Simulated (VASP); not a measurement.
Set up this calculation in VASP 6.6.1, as the native input.

```
Task                   : single point
Functional             : PBE
Potentials or basis    : VASP PAW PBE potentials, release 64 (Sn_d, Cu, Ni, Cr_pv)
Cutoff                 : 520 eV
k mesh                 : 7 × 7 × 7
Occupations            : fermi-dirac, width 0.05 eV
Spin                   : collinear spin, ferromagnetic start
Starting moments       : [0.0, 0.0, 0.6, 0.6, 0.6, 0.6, 1.0, 3.0] μB
Further INCAR settings : ALGO = Normal; EDIFF = 1e-07; NBANDS = 61
```

The structure of CrCu4NiSn2 lies in POSCAR:

```
CrCu4NiSn2
1.0
    2.1811320786      1.2592771927      7.0834584532
   -2.1811320786      1.2592771927      7.0834584532
    0.0000000000     -2.5185543854      7.0834584532
Sn Cu Ni Cr
2 4 1 1
Direct
    0.7504420000      0.7504420000      0.7504420000
    0.2495580000      0.2495580000      0.2495580000
    0.8739180000      0.8739180000      0.8739180000
    0.3763620000      0.3763620000      0.3763620000
    0.1260820000      0.1260820000      0.1260820000
    0.6236380000      0.6236380000      0.6236380000
    0.5000000000      0.5000000000      0.5000000000
    0.0000000000      0.0000000000      0.0000000000
```

The cell comes from a database or a generator and needn't be the stable form of this composition.

One way to write it, as run:

INCAR

```
ALGO = Normal ; EDIFF = 1E-7
ENCUT = 520 ; GGA = PE
ISIF = 2 ; ISMEAR = -1
ISPIN = 2 ; LASPH = T
LCHARG = T ; LELF = T
LMAXMIX = 4 ; LORBIT = 11
LREAL = F ; LVHAR = T
LWAVE = F ; MAGMOM = 0 0 0.6 0.6 0.6 0.6 1 3
NBANDS = 61 ; NELM = 120
PREC = Accurate ; SIGMA = 0.05
```

KPOINTS

```
k-points
0
Gamma
  7 7 7
```

Potentials or basis: VASP PAW PBE potentials, release 64 (Sn_d, Cu, Ni, Cr_pv).

The run is started by

```console
$ cat potpaw_PBE.64/Sn_d/POTCAR potpaw_PBE.64/Cu/POTCAR potpaw_PBE.64/Ni/POTCAR potpaw_PBE.64/Cr_pv/POTCAR > POTCAR
$ mpirun -np 1 vasp_std > vasp.out
```

Results of the run:

| Item | Value |
| --- | --- |
| Pressure | 0.9 GPa |
| Largest force | 0.148 eV/Å |
| Band gap on the k mesh | none (metal or under the smearing width) |
| Net moment | 3.67 μB per cell |
| Site moments | Sn -0.05; Cu +0.01, +0.04; Ni +0.06; Cr +3.37 μB |
| Valence electrons inside the program's atomic spheres | Sn 12.40; Cu 9.98, 10.00; Ni 9.12; Cr 10.63 |

Run time: 51 min on 1 thread of AMD EPYC 7R13 Processor (Zen 3), on a shared host, peak memory 0.85 GiB.
